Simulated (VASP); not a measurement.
Computed with PBEsol GGA, VASP's PBE PAW potentials (set 64) (plane waves; VASP).

Input for VASP

POSCAR:
```
Ni3Al
1
    3.5185715320    -0.0000000000    -0.0000000000
    0.0000000000     3.5185715320    -0.0000000000
    0.0000000000     0.0000000000     3.5185715320
Al Ni
1 3
Direct
  0.0000000000   0.0000000000   0.0000000000
  0.0000000000   0.5000000000   0.5000000000
  0.5000000000   0.0000000000   0.5000000000
  0.5000000000   0.5000000000   0.0000000000
```

INCAR:
```
SYSTEM = Ni3Al
PREC = Accurate; ENCUT = 400; LREAL = .FALSE.
LASPH = .TRUE.
EDIFF = 1E-6; NELM = 100; ALGO = Normal
LMAXMIX = 4
ISMEAR = 1; SIGMA = 0.1
GGA = PS
MAGMOM = 0.0 3*0.5
ISPIN = 2
IBRION = 2; NSW = 60; ISIF = 3
EDIFFG = -0.02
LWAVE = .FALSE.; LCHARG = .FALSE.; LORBIT = 10
```

File KPOINTS:
```
K-points
0
gamma
8 8 8
```

POTCAR, in this order: Al Ni (PBE.64 set). Program: vasp_std.

The run wrote:

File OSZICAR:
```
       N       E                     dE             d eps       ncg     rms          rms(c)
DAV:   1     0.168150133276E+03    0.16815E+03   -0.12240E+04  2972   0.166E+03
DAV:   2    -0.208060346226E+02   -0.18896E+03   -0.18099E+03  2940   0.330E+02
DAV:   3    -0.289996500812E+02   -0.81936E+01   -0.77982E+01  3260   0.952E+01
DAV:   4    -0.291422656404E+02   -0.14262E+00   -0.14219E+00  3430   0.111E+01
DAV:   5    -0.291470817358E+02   -0.48161E-02   -0.48152E-02  3568   0.192E+00    0.213E+01
DAV:   6    -0.297668987875E+02   -0.61982E+00   -0.73731E+01  3305   0.143E+02    0.215E+01
DAV:   7    -0.243454643207E+02    0.54214E+01   -0.21625E+01  3291   0.764E+01    0.261E+00
DAV:   8    -0.243152505873E+02    0.30214E-01   -0.44839E-01  3125   0.550E+00    0.151E+00
DAV:   9    -0.242912926374E+02    0.23958E-01   -0.42662E-02  3902   0.285E+00    0.635E-01
DAV:  10    -0.242914738907E+02   -0.18125E-03   -0.26095E-03  3530   0.633E-01    0.289E-01
DAV:  11    -0.242916925692E+02   -0.21868E-03   -0.22939E-03  3615   0.748E-01    0.863E-02
DAV:  12    -0.242917533712E+02   -0.60802E-04   -0.29569E-04  3344   0.256E-01    0.423E-02
DAV:  13    -0.242917570449E+02   -0.36737E-05   -0.17426E-05  3789   0.516E-02    0.205E-02
DAV:  14    -0.242917564732E+02    0.57174E-06   -0.17795E-06  2071   0.187E-02
   1 F= -.24291756E+02 E0= -.24291158E+02  d E =-.242918E+02  mag=     0.7011
```

### OUTCAR
```
------------------------ aborting loop because EDIFF is reached ----------------------------------------
  FORCE on cell =-STRESS in cart. coord.  units (eV):
  Direction    XX          YY          ZZ          XY          YZ          ZX
  --------------------------------------------------------------------------------------
  Total       -0.0372638     -0.0372638     -0.0372638      0.0000000      0.0000000     -0.0000000
  in kB       -1.3705628     -1.3705628     -1.3705628      0.0000000      0.0000000     -0.0000000
  external PRESSURE =      -1.3705628 kB  Pullay stress =       0.0000000 kB
  volume of cell :       43.56
      direct lattice vectors                 reciprocal lattice vectors
     3.518571532  0.000000000  0.000000000     0.284206244  0.000000000  0.000000000
     0.000000000  3.518571532  0.000000000     0.000000000  0.284206244  0.000000000
     0.000000000  0.000000000  3.518571532     0.000000000  0.000000000  0.284206244
 POSITION                                       TOTAL-FORCE (eV/Angst)
 -----------------------------------------------------------------------------------
      0.00000      0.00000      0.00000         0.000000      0.000000      0.000000
      0.00000      1.75929      1.75929         0.000000      0.000000      0.000000
      1.75929      0.00000      1.75929         0.000000      0.000000      0.000000
      1.75929      1.75929      0.00000         0.000000      0.000000      0.000000
 -----------------------------------------------------------------------------------
    total drift:                                0.000000     -0.000000     -0.000000
  FREE ENERGIE OF THE ION-ELECTRON SYSTEM (eV)
  ---------------------------------------------------
  free  energy   TOTEN  =       -24.2917564732 eV

  energy  without entropy=      -24.2899619143  energy(sigma->0) =      -24.29115829

 total charge

# of ion       s       p       d       tot
------------------------------------------
    1        0.410   0.406   0.000   0.816
    2        0.513   0.553   8.395   9.460
    3        0.513   0.553   8.395   9.460
    4        0.513   0.553   8.395   9.460
--------------------------------------------------
tot          1.949   2.066  25.184  29.198

 magnetization (x)

# of ion       s       p       d       tot
------------------------------------------
    1       -0.001  -0.008   0.000  -0.008
    2       -0.003  -0.008   0.259   0.247
    3       -0.003  -0.008   0.259   0.247
    4       -0.003  -0.008   0.259   0.247
--------------------------------------------------
tot         -0.009  -0.033   0.776   0.734

 reached required accuracy - stopping structural energy minimisation
```
(Selected blocks of OUTCAR.)

The compound is Ni3Al in the L1_2 structure. It was relaxed first. The start is the result of an earlier pass.
